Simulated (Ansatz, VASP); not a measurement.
**Zr (Zirconium) in two plane-wave programs**

Aim: how closely do two programs agree when they are given the same cell, functional and k mesh? The cell is taken from a series of runs on this material, whose earlier steps may have relaxed, scaled, displaced or heated it; both programs get it as it stands.

Calculated with Ansatz 0.2.0; plane waves, with VASP 6.6.1 beside it; zone-centre phonons at PBEsol.

## (1) The structure

Symmetry: P6_3/mmc, No. 194, hexagonal system. The conventional cell has a = 3.247 Å, b = 3.247 Å, c = 5.039 Å, α = 90.00°, β = 90.00°, γ = 120.00°. Nearest to Zr lie 12 Zr at 3.14 to 3.25 Å.

## (2) Ansatz: zone-centre phonons, PBEsol, pair 1

Ansatz runs on its PAW soft_1 files.

Second derivatives magnify differences that forces hide, and they need a tight electronic threshold.

The input, input.yaml:

```yaml
crystal:
  lattice:
    - [3.2473671428, 0.0, 0.0]
    - [-1.6236835714, 2.8123024411, 0.0]
    - [0.0, 0.0, 5.0387627666]
  atoms:
    - { symbol: Zr, position: [0.3333333333, 0.6666666667, 0.25] }
    - { symbol: Zr, position: [0.6666666667, 0.3333333333, 0.75] }
kpoints:
  mp_grid: { grid: [15, 15, 8] }
hamiltonian:
  xc: pbesol
  pseudopotentials: { kind: paw, azcp: { folder: soft_1 }, xc_functional: pbe }
scf:
  occupations: { method: methfessel_paxton, width: 0.2 }
output:
  eigenvalues: true
phonons:
  method: dfpt
```

Launch:

```console
ansatz run input.yaml --threads 4 --pin off --max-ram 10240MiB --backend cpu --events-out ev --progress --plain --runs-dir out
```

Numbers of over 12 decimals in the logs are rounded to 6 here.

Log:

```text
zone centre: on kpoints.mp_grid the ground state, and the responses unless they are solved on pairs of k-points, stand on 320 of the mesh's 1800 k-points, reduced under 4 symmetry operations, with k and −k counted as one. Each operation leaves every solved displacement unchanged or reverses it
Engine: ansatz 0.2.0, aarch64-unknown-linux-gnu
Pseudopotentials: kind: paw
Pseudopotential: Zr, paw, valence charge 12, recommended cutoff 420 eV (normal), soft_1/Zr.paw.azcp
Functional definition: PBEsol
  exchange = pbesol_x
  correlation = pbesol_c
Crystal: 2 atoms, lattice volume = 46.017 Å³
Basis set: ecut = 420 eV, 905 PW (Γ), exchange–correlation on 48×48×72 points (8 copies of the dense FFT grid, shifted against one another)
Bands: 16, of which v1, the nominal top of the filled ones, is band 12 counted from 1 (11 counted from 0)
Symmetry: 24 space group operations
k-points: 320 of 1800 (irreducible under 4 space group operations, time reversal used)
Non-local potential: Zr, projectors of the file, l = 0: 3, l = 1: 2, l = 2: 2, l = 3: 1
PAW form: soft (Blöchl's): semilocal exchange-correlation on the pseudo side does not see the compensation charge
PAW frozen core: Zr, regenerated for the run's functional, and the local potential with it (the file was generated under x = pbe(κ = 0.804, μ = 0.219515), c = pbe(β = 0.066725))
PAW one-centre angular grid: Zr, 590 points (default); XC on 64 Gauss nodes
Initial density: superposition of atomic densities (chi_scale 0.1, normalization cell)
Initial wavefunctions: pseudopotential atomic-orbital guess
Functional: x = pbesol(κ = 0.804, μ = 0.123457), c = pbesol(β = 0.046)
SCF iter   1: F=—  HF=-8257.507503 eV  |F-HF|=—  |Δ(HF+E_count)|=         —  Δρ=3.03e-2  dr2=5.49e-1  ethr=3.10e-3  ⟨swp⟩=5.1  Hψ=47017  notcnv=0
automatic band count: the SCF goes on with 20 bands, as 16 were too few: they end inside the smearing window of the response
preconditioner: auto → none  [metal: Δε(μ)=0.013 eV  Ē_g=5.196 eV  σ=0.200 eV  W_gap=0.05  n_scr=8 (ndim 8)  ℏωp=15.5 eV  f_vac=0.000  D(μ)=1.77/eV (n_scr^D=22)  sad-step TF]
SCF iter   2: F=—  HF=-8257.377112 eV  |F-HF|=—  |Δ(HF+E_count)|=   1.30e-1  S|Δr|=    0.00e0  Δρ=1.94e-2  dr2=2.20e-1  ethr=2.29e-3  ⟨swp⟩=1.3  Hψ=9166  notcnv=0  defer=8
SCF iter   3: F=—  HF=-8257.298626 eV  |F-HF|=—  |Δ(HF+E_count)|=   7.85e-2  S|Δr|=    0.00e0  Δρ=1.00e-3  dr2=3.97e-4  ethr=9.16e-4  ⟨swp⟩=3.0  Hψ=11617  notcnv=0  defer=8
SCF iter   4: F=—  HF=-8257.298602 eV  |F-HF|=—  |Δ(HF+E_count)|=   2.35e-5  S|Δr|=    0.00e0  Δρ=1.99e-4  dr2=6.62e-6  ethr=1.66e-6  ⟨swp⟩=2.0  Hψ=9775  notcnv=0  defer=8
SCF iter   5: F=—  HF=-8257.298605 eV  |F-HF|=—  |Δ(HF+E_count)|=   2.64e-6  S|Δr|=    0.00e0  Δρ=2.95e-5  dr2=1.70e-7  ethr=2.76e-8  ⟨swp⟩=2.1  Hψ=9780  notcnv=0  defer=8
SCF iter   6: F=—  HF=-8257.298605 eV  |F-HF|=—  |Δ(HF+E_count)|=   4.64e-8  S|Δr|=    0.00e0  Δρ=4.67e-6  dr2=7.87e-9  ethr=7.07e-10  ⟨swp⟩=2.2  Hψ=9944  notcnv=0  defer=311
SCF iter   7: F=—  HF=-8257.298605 eV  |F-HF|=—  |Δ(HF+E_count)|=   2.04e-9  S|Δr|=    0.00e0  Δρ=7.92e-7  dr2=1.15e-10  ethr=3.28e-11  ⟨swp⟩=2.4  Hψ=9720  notcnv=0  defer=311
SCF iter   8: F=-8257.298605 eV  HF=-8257.298605 eV  |F-HF|=1.82e-12  |Δ(HF+E_count)|=  1.82e-12  S|Δr|=    0.00e0  Δρ=4.48e-8  dr2=3.20e-13  ethr=1.00e-12  ⟨swp⟩=9.8  Hψ=29211  notcnv=0
SCF 1 converged in 8 iterations: F = -8257.298605 eV  dr2 = 3.20e-13
  greatest PAW one-centre occupation: 0.996 electrons in one spin orbital (limit 2), on the Zr atom at site 1 (counted from 0), in its partial waves of l = 0
DFPT response loops at Γ: preconditioner auto → Kerker (q_TF=auto, 2.448 Å⁻¹) (partly filled bands, converged f_vac=0.000); β = 1.00, the filter's whole step (`scf.mixing.beta` (0.50) is not read by the response loops under this deck's `scf.mixing.preconditioner`; to damp them name `kerker` or `kerker_dos`, under which they read `scf.mixing.beta`, and type it under 1.00, their step now; both keys bind the ground state too); Broyden in place of MSR1
SCF converged after 8 iterations
Stability not checked: this state was not tested for a lower state beside it, because cold or Methfessel-Paxton smearing, or corrected tetrahedra, fill the levels in a way that the test cannot read (fill_not_monotonic; see scf.lower_state_search)
Free energy (F): -8257.298605 eV
Harris-Foulkes:  -8257.298605 eV  (|F-HF|=1.82e-12)
Internal energy: -8257.300532 eV  (E = F + TS)
E sigma→0 (E₀):  -8257.299087 eV
Entropy (-TS):   0.001928 eV (0.964 meV/atom)
Fermi energy:    14.070700 eV
--- Per-component energies (eV) ---
  E_band       = -191.604858
  E_kinetic    = 631.242033
  E_local      = -1200.635877  (includes V_loc(G=0)·N_el)
  E_nonlocal   = 153.547104
  E_hartree    = 389.421409
  E_xc         = -306.668561
  E_vxc        = -363.931348  (∫ρ·V_xc dr)
  E_paw        = -5819.719767  (= ΣΔE_a)
  E_vpaw       = -190.669543  (= ΣTr[D̂ρ^β])
  E_aug_tail   = -0.000050  (compensation charges beyond the density's cutoff)
  E_ewald      = -2104.818265
  E_core_change = 0.331442  (= ΣΔE_core)
  E_smearing   = 0.001928  (= −TS)
  E_closure    = 0.000000  (closes the sum)
  Σ components = -8257.298605   (vs F -8257.298605, Δ=0.00e0)
--- Band table (eV; the first three rows and the last of 320) ---
  k-point 0: bands = [... 8 lower, 8.3507, 10.9715, 14.8445, 14.8445, 15.2726, 15.4839, 15.6128, 15.6128, ... 4 higher]
  k-point 1: bands = [... 8 lower, 8.4890, 10.9738, 14.7484, 14.7484, 15.1596, 15.2120, 15.4929, 15.4929, ... 4 higher]
  k-point 2: bands = [... 8 lower, 8.8846, 10.9241, 14.6181, 14.6181, 14.6409, 14.8587, 15.2156, 15.2156, ... 4 higher]
  k-point 319: bands = [... 8 lower, 11.7332, 11.7332, 13.4038, 13.4038, 14.0475, 14.0475, 15.8639, 15.8639, ... 4 higher]
--- Phonons (Γ-DFPT): 2 representative perturbations + reference, on 320 of 1800 k-points (Σ response iterations 6) ---
  k mesh reduced under 4 symmetry operations, with k and −k counted as one. Each operation leaves every solved displacement unchanged or reverses it
  ASR residual: 2.247e-5 → 0.000e0 eV/Å²; symmetrization residual: 9.770e-14 eV/Å²
  ASR residual per site (eV/Å²): 2.25e-5 2.25e-5
  Γ frequencies (cm⁻¹): 0.00 0.00 0.00 70.86 70.86 163.36
  non-analytic LO–TO correction: not included (Born effective charges unavailable; polar crystals: no LO–TO splitting at Γ)
```

In the SCF lines HF is the Harris–Foulkes energy and dr2 the Hartree energy of the density residual, in eV; the loop may stop once dr2 is under the threshold and the program's other checks hold. Hψ counts applications of the Hamiltonian.

## (3) VASP: zone-centre phonons, PBEsol, pair 1

The same cell, functional, mesh and smearing now go to VASP, with its own data sets.

Lines of VASP's logs that name or quote its potential files are left out, and so is its time.

The input, INCAR:

```
SYSTEM = Zr
PREC = Accurate
ENCUT = 500
EDIFF = 1E-08
NELM = 120
ISMEAR = 1
SIGMA = 0.2
LREAL = .FALSE.
ALGO = Normal
GGA = PS
NBANDS = 18
LASPH = .TRUE.
LORBIT = 11
LWAVE = .FALSE.
LCHARG = .FALSE.
ISIF = 2
IBRION = 8
GGA_COMPAT = .FALSE.
KPAR = 2
```

The input, POSCAR:

```
Zr
1.0
    3.2473671428      0.0000000000      0.0000000000
   -1.6236835714      2.8123024411      0.0000000000
    0.0000000000      0.0000000000      5.0387627666
Zr
2
Direct
    0.3333333333      0.6666666667      0.2500000000
    0.6666666667      0.3333333333      0.7500000000
```

The input, KPOINTS:

```
Automatic mesh
0
Gamma
15 15 8
0 0 0
```

PAW data sets: Zr_sv (PBE family, release 64).

Launch:

```console
mpirun -np 2 vasp_std
```

Log:

```text
[banner, memory and clock lines left out]
running    2 mpi-ranks, on    1 nodes
 distrk:  each k-point on    1 cores,    2 groups
 distr:  one band on    1 cores,    1 groups

 POSCAR found type information on POSCAR Zr
 POSCAR found :  1 types and       2 ions
|                                                                             |
|               ----> ADVICE to this user running VASP <----                  |
|                                                                             |
|     You enforced a specific xc type in the INCAR file but a different       |
|     [... a line on the potential file left out ...]
|     I HOPE YOU KNOW WHAT YOU ARE DOING!                                     |
|                                                                             |

 LDA part: xc-table for (Slater+PW92), standard interpolation
 POSCAR, INCAR and KPOINTS ok, starting setup
 FFT: planning ... GRIDC
 FFT: planning ... GRID_SOFT
 FFT: planning ... GRID
 WAVECAR not read
 entering main loop
       N       E                     dE             d eps       ncg     rms          rms(c)
DAV:   1     0.208521054545E+03    0.20852E+03   -0.13101E+04  4876   0.128E+03
DAV:   2    -0.326373127470E+01   -0.21178E+03   -0.20839E+03  5702   0.376E+02
DAV:   3    -0.186198191257E+02   -0.15356E+02   -0.15197E+02  8868   0.727E+01
DAV:   4    -0.189628195622E+02   -0.34300E+00   -0.34271E+00  5654   0.118E+01
DAV:   5    -0.189742974566E+02   -0.11478E-01   -0.11473E-01  7468   0.143E+00    0.154E+01
DAV:   6    -0.182813694656E+02    0.69293E+00   -0.10502E+00  5220   0.792E+00    0.608E+00
DAV:   7    -0.181407911264E+02    0.14058E+00   -0.67841E-01  7066   0.547E+00    0.116E+00
DAV:   8    -0.181443506578E+02   -0.35595E-02   -0.36698E-02  6312   0.154E+00    0.297E-01
DAV:   9    -0.181446360293E+02   -0.28537E-03   -0.18974E-03  6272   0.405E-01    0.275E-02
DAV:  10    -0.181446089021E+02    0.27127E-04   -0.55837E-05  7152   0.431E-02    0.241E-02
DAV:  11    -0.181446082457E+02    0.65646E-06   -0.10230E-05  5460   0.374E-02    0.243E-03
DAV:  12    -0.181446083109E+02   -0.65238E-07   -0.37406E-07  6634   0.424E-03    0.232E-03
DAV:  13    -0.181446080972E+02    0.21368E-06   -0.47097E-08  4910   0.174E-03    0.626E-04
DAV:  14    -0.181446080744E+02    0.22806E-07   -0.42890E-09  3020   0.810E-04    0.242E-04
DAV:  15    -0.181446080875E+02   -0.13140E-07   -0.12106E-09  2956   0.397E-04    0.112E-04
DAV:  16    -0.181446080901E+02   -0.25429E-08   -0.53808E-10  2842   0.278E-04
   1 F= -.18144608E+02 E0= -.18145253E+02  d E =0.193378E-02
 Linear response reoptimize wavefunctions to high precision
DAV:   1    -0.181446080878E+02    0.23351E-08   -0.17707E-10  2914   0.125E-04
DAV:   2    -0.181446080878E+02   -0.45475E-12   -0.70768E-11  2796   0.686E-05
 Linear response DOF=           2
 Linear response progress:
  Degree of freedom:   1/  2
       N       E                     dE             d eps       ncg     rms          rms(c)
RMM:   1    -0.679151560700E+00   -0.67915E+00    0.27666E+00 21864   0.134E+01
RMM:   2    -0.631383203888E+00    0.47768E-01   -0.23824E-01 32846   0.270E+00    0.241E-01
RMM:   3    -0.632793200215E+00   -0.14100E-02   -0.38179E-02 40257   0.972E-01    0.781E-02
RMM:   4    -0.635080113924E+00   -0.22869E-02   -0.50892E-03 48934   0.358E-01    0.260E-02
RMM:   5    -0.635708585813E+00   -0.62847E-03   -0.97356E-04 48438   0.154E-01    0.181E-02
RMM:   6    -0.635762855403E+00   -0.54270E-04   -0.23064E-04 52066   0.666E-02    0.195E-02
RMM:   7    -0.635702557766E+00    0.60298E-04   -0.73226E-05 48878   0.403E-02    0.550E-03
RMM:   8    -0.635617991454E+00    0.84566E-04   -0.24687E-05 51426   0.193E-02    0.121E-02
RMM:   9    -0.635606749664E+00    0.11242E-04   -0.11614E-05 51021   0.114E-02    0.787E-03
RMM:  10    -0.635596728420E+00    0.10021E-04   -0.57070E-06 49838   0.893E-03    0.257E-03
RMM:  11    -0.635595646471E+00    0.10819E-05   -0.60702E-06 53086   0.515E-03    0.130E-03
RMM:  12    -0.635599857069E+00   -0.42106E-05   -0.40428E-06 52040   0.361E-03    0.118E-04
RMM:  13    -0.635600332765E+00   -0.47570E-06   -0.28927E-06 53550   0.232E-03    0.118E-04
RMM:  14    -0.635600429270E+00   -0.96505E-07   -0.21183E-06 54034   0.164E-03    0.152E-04
RMM:  15    -0.635600306902E+00    0.12237E-06   -0.11399E-06 52150   0.130E-03    0.271E-04
RMM:  16    -0.635600392807E+00   -0.85906E-07   -0.89729E-07 54124   0.103E-03    0.297E-04
RMM:  17    -0.635600298449E+00    0.94358E-07   -0.61935E-07 50496   0.864E-04    0.325E-04
RMM:  18    -0.635600156292E+00    0.14216E-06   -0.47897E-07 46931   0.763E-04    0.270E-04
RMM:  19    -0.635600170888E+00   -0.14596E-07   -0.33621E-07 51299   0.643E-04    0.286E-04
 first order change of Fermi-energy   0.14962E-04
 force on displaced ion       1 direction 1 :  -0.903  -0.000   0.000
 Linear response progress:
  Degree of freedom:   2/  2
       N       E                     dE             d eps       ncg     rms          rms(c)
RMM:   1    -0.784858025929E+00   -0.78486E+00    0.29717E+00  7571   0.135E+01
RMM:   2    -0.734505479815E+00    0.50353E-01   -0.26060E-01 11164   0.275E+00    0.256E-01
RMM:   3    -0.737612882238E+00   -0.31074E-02   -0.44588E-02 13658   0.993E-01    0.882E-02
RMM:   4    -0.740405988726E+00   -0.27931E-02   -0.59353E-03 15459   0.361E-01    0.328E-02
RMM:   5    -0.740712997545E+00   -0.30701E-03   -0.12072E-03 16387   0.154E-01    0.204E-02
RMM:   6    -0.740550071156E+00    0.16293E-03    0.32250E-04 16919   0.693E-02    0.135E-02
RMM:   7    -0.740487608168E+00    0.62463E-04   -0.10342E-05 16898   0.372E-02    0.590E-03
RMM:   8    -0.740483410817E+00    0.41974E-05   -0.10757E-04 16865   0.201E-02    0.129E-03
RMM:   9    -0.740466005011E+00    0.17406E-04   -0.48989E-05 17621   0.113E-02    0.346E-04
RMM:  10    -0.740464738417E+00    0.12666E-05   -0.23203E-05 17701   0.654E-03    0.256E-04
RMM:  11    -0.740466825884E+00   -0.20875E-05   -0.29866E-05 17749   0.399E-03    0.153E-04
RMM:  12    -0.740468464245E+00   -0.16384E-05   -0.20719E-05 17107   0.292E-03    0.635E-05
RMM:  13    -0.740468341677E+00    0.12257E-06   -0.18147E-05 17790   0.212E-03    0.492E-05
RMM:  14    -0.740468359800E+00   -0.18123E-07   -0.95455E-06 16685   0.167E-03    0.181E-05
RMM:  15    -0.740468406720E+00   -0.46920E-07   -0.10787E-05 16887   0.133E-03    0.519E-05
RMM:  16    -0.740468174767E+00    0.23195E-06   -0.59093E-06 17638   0.107E-03    0.570E-05
RMM:  17    -0.740468316830E+00   -0.14206E-06   -0.70977E-06 17559   0.881E-04    0.794E-05
RMM:  18    -0.740468244160E+00    0.72670E-07   -0.41984E-06 16565   0.742E-04    0.773E-05
RMM:  19    -0.740468348137E+00   -0.10398E-06   -0.45409E-06 17337   0.623E-04    0.851E-05
RMM:  20    -0.740468173623E+00    0.17451E-06   -0.30335E-06 16014   0.535E-04    0.990E-05
RMM:  21    -0.740468372253E+00   -0.19863E-06   -0.31947E-06 14832   0.474E-04    0.900E-05
 first order change of Fermi-energy  -0.12645E-03
 force on displaced ion       1 direction 3 :   0.000   0.000  -4.476
 Linear response finished
```

Parts of OUTCAR (step 3):

```text
ion  position               nearest neighbor table
   1  0.333  0.667  0.250-   2 3.14   2 3.14   2 3.14   2 3.14   2 3.14   2 3.14
   2  0.667  0.333  0.750-   1 3.14   1 3.14   1 3.14   1 3.14   1 3.14   1 3.14

  LATTYP: Found a hexagonal cell.
 ALAT       =     3.2473671428
 C/A-ratio  =     1.5516455470

 Subroutine GETGRP returns: Found 24 space group operations
 (whereof 12 operations were pure point group operations)

The static configuration has the point symmetry D_3d.
 The point group associated with its full space group is D_6h.

 Found    135 irreducible k-points:

   k-points           NKPTS =    135   k-points in BZ     NKDIM =    135   number of bands    NBANDS=     18

   dimension x,y,z NGX =    24 NGY =   24 NGZ =   40
   dimension x,y,z NGXF=    48 NGYF=   48 NGZF=   80

   ENCUT  =  500.0 eV  36.75 Ry    6.06 a.u.   5.92  5.92  9.19*2*pi/ulx,y,z

   NELECT =      24.0000    total number of electrons

 k-points in reciprocal lattice and weights: Automatic mesh
   0.00000000  0.00000000  0.00000000       0.001
   0.06666667  0.00000000  0.00000000       0.003
   0.13333333  0.00000000  0.00000000       0.003
   0.20000000 -0.00000000  0.00000000       0.003
   0.26666667  0.00000000  0.00000000       0.003
   0.33333333  0.00000000  0.00000000       0.003
   0.40000000  0.00000000  0.00000000       0.003
   0.46666667 -0.00000000  0.00000000       0.003
   0.06666667  0.06666667  0.00000000       0.003
[...]
0.33333333  0.26666667  0.50000000       0.007
   0.33333333  0.33333333  0.50000000       0.001

 average (electrostatic) potential at core
       1 -74.2960       2 -74.2960

  Total       -0.8681375     -0.8681375      0.0113480      0.0000000      0.0000000      0.0000000
  in kB      -30.2260755    -30.2260755      0.3951064      0.0000000      0.0000000      0.0000000
  external PRESSURE =     -20.0190149 kB  Pullay stress =       0.0000000 kB

  energy-cutoff  :      500.00
  volume of cell :       46.02
      direct lattice vectors                 reciprocal lattice vectors
     3.247367143  0.000000000  0.000000000     0.307941774  0.177790266  0.000000000
    -1.623683571  2.812302441  0.000000000     0.000000000  0.355580533  0.000000000
     0.000000000  0.000000000  5.038762767     0.000000000  0.000000000  0.198461417

 POSITION                                       TOTAL-FORCE (eV/Angst)
 -----------------------------------------------------------------------------------
     -0.00000      1.87487      1.25969         0.000000      0.000000      0.000000
      1.62368      0.93743      3.77907        -0.000000     -0.000000      0.000000
 -----------------------------------------------------------------------------------
    total drift:                               -0.000000      0.000000     -0.000000

 Eigenvectors and eigenvalues of the dynamical matrix
 ----------------------------------------------------

   1 f  =    4.897555 THz    30.772244 2PiTHz  163.364842 cm-1    20.254650 meV
             X         Y         Z           dx          dy          dz
     -0.000000  1.874868  1.259691     0.000000    0.000000   -0.707107
      1.623684  0.937434  3.779072     0.000000    0.000000    0.707107

   2 f  =    2.200036 THz    13.823236 2PiTHz   73.385312 cm-1     9.098615 meV
             X         Y         Z           dx          dy          dz
     -0.000000  1.874868  1.259691    -0.000002    0.707107   -0.000000
      1.623684  0.937434  3.779072     0.000002   -0.707107    0.000000

   3 f  =    2.200036 THz    13.823236 2PiTHz   73.385312 cm-1     9.098615 meV
             X         Y         Z           dx          dy          dz
     -0.000000  1.874868  1.259691    -0.707107   -0.000002   -0.000000
      1.623684  0.937434  3.779072     0.707107    0.000002    0.000000

   4 f  =    0.000000 THz     0.000000 2PiTHz    0.000001 cm-1     0.000000 meV
             X         Y         Z           dx          dy          dz
     -0.000000  1.874868  1.259691     0.391702    0.588701    0.000000
      1.623684  0.937434  3.779072     0.391702    0.588701    0.000000

   5 f  =    0.000000 THz     0.000000 2PiTHz    0.000000 cm-1     0.000000 meV
             X         Y         Z           dx          dy          dz
     -0.000000  1.874868  1.259691    -0.588701    0.391702   -0.000000
      1.623684  0.937434  3.779072    -0.588701    0.391702    0.000000

   6 f  =    0.000000 THz     0.000000 2PiTHz    0.000000 cm-1     0.000000 meV
             X         Y         Z           dx          dy          dz
     -0.000000  1.874868  1.259691     0.000000   -0.000000    0.707107
      1.623684  0.937434  3.779072     0.000000    0.000000    0.707107

 ELASTIC MODULI CONTR FROM IONIC RELAXATION (kBar)
 Direction    XX          YY          ZZ          XY          YZ          ZX
 --------------------------------------------------------------------------------
 XX         -78.3954     78.3954     -0.0000      0.0000      0.0000      0.0000
 YY          78.3954    -78.3954      0.0000      0.0000      0.0000      0.0000
 ZZ          -0.0000      0.0000     -0.0000      0.0000      0.0000      0.0000
 XY           0.0000      0.0000      0.0000    -78.3954      0.0000      0.0000
 YZ           0.0000      0.0000      0.0000      0.0000      0.0000      0.0000
 ZX           0.0000      0.0000      0.0000      0.0000      0.0000      0.0000
 --------------------------------------------------------------------------------
```

## (4) Comparison

Known differences besides the potentials themselves: the cutoff is 420 eV in Ansatz and 500 eV in VASP; Ansatz makes its cores anew for this functional, VASP keeps those of its PBE data sets. Total energies have different zeros and are not compared.

Both answers:

| quantity | Ansatz | VASP | difference |
| --- | --- | --- | --- |
| optical mode 1 to 2 (cm⁻¹) | 70.9 | 73.4 | -3.44 % |
| optical mode 3 (cm⁻¹) | 163.4 | 163.4 | +0.00 % |

Modes are paired by rising frequency, not by their patterns, so a pair may set unlike modes beside each other; they are those without the splitting of longitudinal modes.

[end of part 1 of 2]

[Lines on the potential files, build, host, timing and source positions are cut from VASP's logs without a mark.]

[Logs are printed without paths, hosts, clocks, repeated set-up lines and the standing remarks that a program may print on its own settings, such as how far it seeks lower states.]

[Hosts, paths, dates, database ids (printed as entryN), source tags and the programs' standing remarks are cut or masked in the printed files.]
